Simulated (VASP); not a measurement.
Input:

```
CELL_PARAMETERS angstrom
      0.00000     2.74000     2.74000
      2.74000     0.00000     2.74000
      2.74000     2.74000     0.00000
ATOMIC_POSITIONS crystal
  Yb 0.00000 0.00000 0.00000
```

All values below come from PBE GGA, VASP's PBE PAW potentials (set 64) (plane waves; VASP 6.6.1). Numerical set-up: 400 eV cut-off, 10×10×10 Γ-centred mesh, first-order Methfessel-Paxton smearing of 0.10 eV, potentials Yb_2.

The 4f electrons are frozen in the core of the lanthanide potential, so 4f levels, which can set the real gap, and their magnetism are missing. Energy and stress use the plane-wave basis of the starting cell.

Task: The ions, cell shape and volume are relaxed. Give the cell that the relaxation ends in.

Result: 
```
CELL_PARAMETERS angstrom
      0.00000     2.71282     2.71282
      2.71282     0.00000     2.71282
      2.71282     2.71282     0.00000
ATOMIC_POSITIONS crystal
  Yb 0.00000 0.00000 0.00000
```
Space group Fm-3m (225), at a tolerance of 0.03 Å.

Task: How do energy and volume change from the first to the last step?

Result: The energy (σ→0) changes by -2.0 meV/atom and the volume by -2.9 %, in 3 ionic steps.

The compound is Yb in the fcc structure. This run relaxes it. Symmetry was kept, so distortions that lower it aren't found.
